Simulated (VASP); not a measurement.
Output of a VASP run:

OUTCAR:
```
 ion  position               nearest neighbor table
   1  0.000  0.000  0.250-   3 1.42   3 1.42   3 1.42
   2  0.000  0.000  0.750-   4 1.42   4 1.42   4 1.42
   3  0.333  0.667  0.250-   1 1.42   1 1.42   1 1.42
   4  0.667  0.333  0.750-   2 1.42   2 1.42   2 1.42
  LATTYP: Found a hexagonal cell.
 ALAT       =     2.4661547196
 C/A-ratio  =     2.6878568553
 Subroutine PRICEL returns:
 Original cell was already a primitive cell.
 Subroutine GETGRP returns: Found 24 space group operations
The static configuration has the point symmetry D_3d.
 The point group associated with its full space group is D_6h.
The dynamic configuration has the point symmetry D_3d.
 Subroutine INISYM returns: Found 24 space group operations
 Subroutine IBZKPT returns following result:
 Found     63 irreducible k-points:

 Following reciprocal coordinates:
            Coordinates               Weight
  0.000000  0.000000  0.000000      1.000000
  0.076923  0.000000  0.000000      6.000000
  0.153846  0.000000  0.000000      6.000000
  0.230769  0.000000  0.000000      6.000000
  0.307692  0.000000  0.000000      6.000000
  0.384615  0.000000  0.000000      6.000000
  0.461538  0.000000  0.000000      6.000000
  0.076923  0.076923  0.000000      6.000000
  0.153846  0.076923  0.000000     12.000000
  0.230769  0.076923  0.000000     12.000000
  0.307692  0.076923  0.000000     12.000000
  0.384615  0.076923  0.000000     12.000000
  0.461538  0.076923  0.000000      6.000000
  0.153846  0.153846  0.000000      6.000000
  0.230769  0.153846  0.000000     12.000000
  0.307692  0.153846  0.000000     12.000000
  0.384615  0.153846  0.000000     12.000000
  0.230769  0.230769  0.000000      6.000000
  0.307692  0.230769  0.000000     12.000000
  0.384615  0.230769  0.000000      6.000000
  0.307692  0.307692  0.000000      6.000000
  0.000000  0.000000  0.250000      2.000000
  0.076923  0.000000  0.250000     12.000000
  0.153846  0.000000  0.250000     12.000000
  0.230769  0.000000  0.250000     12.000000
  0.307692  0.000000  0.250000     12.000000
  0.384615  0.000000  0.250000     12.000000
  0.461538  0.000000  0.250000     12.000000
  0.076923  0.076923  0.250000     12.000000
  0.153846  0.076923  0.250000     24.000000
  0.230769  0.076923  0.250000     24.000000
  0.307692  0.076923  0.250000     24.000000
  0.384615  0.076923  0.250000     24.000000
  0.461538  0.076923  0.250000     12.000000
  0.153846  0.153846  0.250000     12.000000
  0.230769  0.153846  0.250000     24.000000
  0.307692  0.153846  0.250000     24.000000
  0.384615  0.153846  0.250000     24.000000
  0.230769  0.230769  0.250000     12.000000
  0.307692  0.230769  0.250000     24.000000
   k-points           NKPTS =     63   k-points in BZ     NKDIM =     63   number of bands    NBANDS=     12
   number of dos      NEDOS =    301   number of ions     NIONS =      4
   total plane-waves  NPLWV =  16200
   dimension x,y,z NGX =    18 NGY =   18 NGZ =   50
   dimension x,y,z NGXF=    36 NGYF=   36 NGZF=  100
   ions per type =               4
   PREC   = accura    normal or accurate (medium, high low for compatibility)
   ISTART =      0    job   : 0-new  1-cont  2-samecut
   ICHARG =      2    charge: 1-file 2-atom 10-const
   ISPIN  =      1    spin polarized calculation?
   LNONCOLLINEAR =      F non collinear calculations
   LSORBIT =      F    spin-orbit coupling
   INIWAV =      1    electr: 0-lowe 1-rand  2-diag
   ENCUT  =  520.0 eV  38.22 Ry    6.18 a.u.   4.59  4.59 12.32*2*pi/ulx,y,z
   NELM   =    100;   NELMIN=  2; NELMDL= -5     # of ELM steps
   EDIFF  = 0.1E-05   stopping-criterion for ELM
   LREAL  =      F    real-space projection
   NLSPLINE    = F    spline interpolate recip. space projectors
   LMAXMIX     =    2 max onsite mixed and CHGCAR
   VOSKOWN=      0    Vosko Wilk Nusair interpolation
...
```

OSZICAR:
```
       N       E                     dE             d eps       ncg     rms          rms(c)
DAV:   1     0.513036154547E+02    0.51304E+02   -0.83015E+03  1512   0.123E+03
DAV:   2    -0.319520448098E+02   -0.83256E+02   -0.76795E+02  2152   0.230E+02
DAV:   3    -0.354610972058E+02   -0.35091E+01   -0.34809E+01  1896   0.474E+01
DAV:   4    -0.355025547224E+02   -0.41458E-01   -0.41421E-01  1868   0.600E+00
DAV:   5    -0.355035222260E+02   -0.96750E-03   -0.96705E-03  1920   0.879E-01    0.895E+00
DAV:   6    -0.337133216703E+02    0.17902E+01   -0.18599E+00  1768   0.933E+00    0.519E+00
DAV:   7    -0.331548334248E+02    0.55849E+00   -0.20598E+00  1772   0.991E+00    0.135E+00
DAV:   8    -0.331591492027E+02   -0.43158E-02   -0.63867E-02  1748   0.175E+00    0.133E-01
DAV:   9    -0.331586940694E+02    0.45513E-03   -0.17857E-03  1916   0.334E-01    0.605E-02
DAV:  10    -0.331587497050E+02   -0.55636E-04   -0.13858E-04  1932   0.103E-01    0.355E-02
DAV:  11    -0.331587476802E+02    0.20248E-05   -0.34597E-06  1784   0.172E-02    0.164E-03
DAV:  12    -0.331587475663E+02    0.11390E-06   -0.98225E-08  1344   0.335E-03
   1 F= -.33158748E+02 E0= -.33158777E+02  d E =-.331587E+02
```

File OUTCAR:
```
------------------------ aborting loop because EDIFF is reached ----------------------------------------
  FORCE on cell =-STRESS in cart. coord.  units (eV):
  Direction    XX          YY          ZZ          XY          YZ          ZX
  --------------------------------------------------------------------------------------
  Total       -0.0635377     -0.0635376      0.0159012      0.0000000     -0.0000000      0.0000000
  in kB       -2.9157075     -2.9157061      0.7296960      0.0000000     -0.0000000      0.0000000
  external PRESSURE =      -1.7005725 kB  Pullay stress =       0.0000000 kB
  volume of cell :       34.91
      direct lattice vectors                 reciprocal lattice vectors
     1.233077575 -2.135752513  0.000000000     0.405489492 -0.234109522  0.000000000
     1.233077575  2.135752513  0.000000000     0.405489492  0.234109522  0.000000000
     0.000000000  0.000000000  6.628670869     0.000000000  0.000000000  0.150859806
 POSITION                                       TOTAL-FORCE (eV/Angst)
 -----------------------------------------------------------------------------------
      0.00000      0.00000      1.65717        -0.000000     -0.000000      0.000000
      0.00000      0.00000      4.97150        -0.000000      0.000000     -0.000000
      1.23308      0.71192      1.65717         0.000000      0.000000      0.000000
      1.23308     -0.71192      4.97150        -0.000000      0.000000     -0.000000
 -----------------------------------------------------------------------------------
    total drift:                               -0.000000     -0.000000      0.000000
  FREE ENERGIE OF THE ION-ELECTRON SYSTEM (eV)
  ---------------------------------------------------
  free  energy   TOTEN  =       -33.1587475663 eV

  energy  without entropy=      -33.1588355316  energy(sigma->0) =      -33.15877689

 reached required accuracy - stopping structural energy minimisation
```
(Selected blocks of OUTCAR.)

File POSCAR:
```
C
1
    1.2330775749    -2.1357525127    -0.0000000000
    1.2330775749     2.1357525127    -0.0000000000
    0.0000000000     0.0000000000     6.6286708694
C
4
Direct
  0.0000000000   0.0000000000   0.2500000000
  0.0000000000   0.0000000000   0.7500000000
  0.3333330000   0.6666670000   0.2500000000
  0.6666670000   0.3333330000   0.7500000000
```

Question: Write an INCAR and KPOINTS that could have produced this output.

Answer: Several could match; the one computed here: the input of the run itself, rev-vdW-DF2, plane waves, VASP's PBE PAW potentials (set 64).

File KPOINTS:
```
Automatic mesh
0
Gamma
13 13 4
0 0 0
```

INCAR:
```
LUSE_VDW  =  .TRUE.
SYSTEM  =  C
PREC  =  Accurate
LCHARG  =  .FALSE.
EDIFF  =  1E-6   # SCF stop (eV)
ALGO  =  Normal
GGA  =  MK
ISIF  =  3   # ions, shape and volume
LWAVE  =  .FALSE.
ISMEAR  =  1
NELM  =  100   # most electronic steps
LREAL  =  .FALSE.   # projection in real space or not
SIGMA  =  0.1
ENCUT  =  520   # plane-wave cut-off (eV)
IBRION  =  2   # conjugate gradients
NSW  =  60   # most ionic steps
LASPH  =  .TRUE.   # aspherical one-centre terms
PARAM2  =  0.7114
PARAM1  =  0.1234568
EDIFFG  =  -0.02   # ionic stop
ZAB_VDW  =  -1.8867
AGGAC  =  0.0
```

POTCAR, in this order: C (PBE.64 set). Program: vasp_std.

The compound is C in the graphite structure. It was relaxed first. The start is the result of an earlier pass.
